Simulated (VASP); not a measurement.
Method: PBE GGA with spin-orbit coupling, VASP's PBE PAW potentials (set 64) (plane waves; VASP 6.6.1).

VASP input:

File POSCAR:
```
Ag
1
    0.0000000000     2.0450000000     2.0450000000
    2.0450000000     0.0000000000     2.0450000000
    2.0450000000     2.0450000000     0.0000000000
Ag
1
Direct
  0.0000000000   0.0000000000   0.0000000000
```

KPOINTS:
```
Automatic mesh
0
Gamma
18 18 18
0 0 0
```

INCAR:
```
LASPH  =  .TRUE.   # aspherical one-centre terms
MAGMOM  =  0.0 0.0 0.0
LCHARG  =  .FALSE.
LWAVE  =  .FALSE.
NELM  =  100   # most electronic steps
GGA_COMPAT  =  .FALSE.
LORBIT  =  11   # lm-projected
GGA  =  PE   # PBE
ISIF  =  2   # forces and stress, cell fixed
SIGMA  =  0.1
PREC  =  Accurate
SYSTEM  =  Ag
LREAL  =  .FALSE.
ALGO  =  Normal
LSORBIT  =  .TRUE.
ENCUT  =  300   # plane-wave cut-off (eV)
LMAXMIX  =  4   # l cut-off of mixed one-centre charges
ISMEAR  =  -1
EDIFF  =  1E-6   # SCF stop (eV)
LNONCOLLINEAR  =  .TRUE.
```

POTCAR, in this order: Ag (PBE.64 set). Program: vasp_ncl.

The run wrote:

### OSZICAR
```
       N       E                     dE             d eps       ncg     rms          rms(c)
DAV:   1     0.410909673866E+02    0.41091E+02   -0.41670E+03  7812   0.759E+02
DAV:   2    -0.239639458596E+01   -0.43487E+02   -0.41206E+02  7406   0.201E+02
DAV:   3    -0.300041540700E+01   -0.60402E+00   -0.60235E+00  8302   0.261E+01
DAV:   4    -0.300226432320E+01   -0.18489E-02   -0.18488E-02  7584   0.141E+00
DAV:   5    -0.300228147118E+01   -0.17148E-04   -0.17147E-04  7614   0.134E-01    0.530E+00
DAV:   6    -0.276167744877E+01    0.24060E+00   -0.56966E-01  7220   0.115E+01    0.347E+00
DAV:   7    -0.275304150422E+01    0.86359E-02   -0.68780E-03  7546   0.111E+00    0.195E+00
DAV:   8    -0.274994839654E+01    0.30931E-02   -0.45566E-04  7220   0.216E-01    0.355E-01
DAV:   9    -0.274995720164E+01   -0.88051E-05   -0.67188E-06  8070   0.232E-02    0.445E-02
DAV:  10    -0.274996383971E+01   -0.66381E-05   -0.12909E-06  6988   0.137E-02    0.300E-02
DAV:  11    -0.274996546936E+01   -0.16297E-05   -0.69216E-07  6328   0.936E-03    0.527E-04
DAV:  12    -0.274996544369E+01    0.25672E-07   -0.17377E-08  3654   0.154E-03
   1 F= -.27499654E+01 E0= -.27462371E+01  d E =-.745678E-02  mag=     0.0000     0.0000     0.0000
```

OUTCAR:
```
------------------------ aborting loop because EDIFF is reached ----------------------------------------
  FORCE on cell =-STRESS in cart. coord.  units (eV):
  Direction    XX          YY          ZZ          XY          YZ          ZX
  --------------------------------------------------------------------------------------
  Total        0.4243482      0.4243482      0.4243482      0.0000000      0.0000000      0.0000000
  in kB       39.7487044     39.7487044     39.7487044      0.0000000      0.0000000      0.0000000
  external PRESSURE =      39.7487044 kB  Pullay stress =       0.0000000 kB
  volume of cell :       17.10
      direct lattice vectors                 reciprocal lattice vectors
     0.000000000  2.045000000  2.045000000    -0.244498778  0.244498778  0.244498778
     2.045000000  0.000000000  2.045000000     0.244498778 -0.244498778  0.244498778
     2.045000000  2.045000000  0.000000000     0.244498778  0.244498778 -0.244498778
 POSITION                                       TOTAL-FORCE (eV/Angst)
 -----------------------------------------------------------------------------------
      0.00000      0.00000      0.00000        -0.000000      0.000000     -0.000000
 -----------------------------------------------------------------------------------
    total drift:                                0.000000      0.000000      0.000000
  FREE ENERGIE OF THE ION-ELECTRON SYSTEM (eV)
  ---------------------------------------------------
  free  energy   TOTEN  =        -2.7499654437 eV

  energy  without entropy=       -2.7425086661  energy(sigma->0) =       -2.74623705

 total charge

# of ion       s       p       d       tot
------------------------------------------
    1        0.421   0.299   9.144   9.864

 magnetization (x)

# of ion       s       p       d       tot
------------------------------------------
    1        0.000   0.000   0.000   0.000

 magnetization (y)

# of ion       s       p       d       tot
------------------------------------------
    1       -0.000   0.000   0.000   0.000

 magnetization (z)

# of ion       s       p       d       tot
------------------------------------------
    1        0.000  -0.000  -0.000  -0.000

 Ion:    1  E_soc:     -0.0541584
```
(Selected blocks of OUTCAR.)

At this cut-off the stress carries a Pulay error, which pulls relaxed volumes low.

The structure is a typed Ag crystal (Fm-3m). The cell was not relaxed at this level. The run is one of a series of settings (GGA_COMPAT = .FALSE., LNONCOLLINEAR = .TRUE., LSORBIT = .TRUE., MAGMOM = 0.0 0.0 0.0, program vasp_ncl against the base run), some of them coarse on purpose.
